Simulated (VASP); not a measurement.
Runs of VASP 6.6.1 on OH2. The cell holds a molecule in a box, 3 atoms: a = 10.000 Å, b = 10.500 Å, c = 11.000 Å, α = 90.00°, β = 90.00°, γ = 90.00°. 

| level | potentials or basis | gap on the mesh (eV) |
| --- | --- | --- |
| PBE | VASP PAW PBE potentials, release 64 (O, H) | 6.16 |
| PBE+D3(BJ) | VASP PAW PBE potentials, release 64 (O, H) | 6.16 |
| r2SCAN | VASP PAW PBE potentials, release 64 (O, H) | (a) |
| LDA | VASP PAW LDA potentials, release 64 (O, H) | 6.30 |

Alike in all rows: task relaxation of the atoms; no spin polarisation; cell atoms relaxed; k mesh 1 × 1 × 1; cutoff (eV) 520; smearing gaussian 0.05 eV.

**Question.** Fill in the values left out.

**Answer.** (a) 7.13.

A k mesh can miss the band edges.

Not every run made on this cell is shown here.
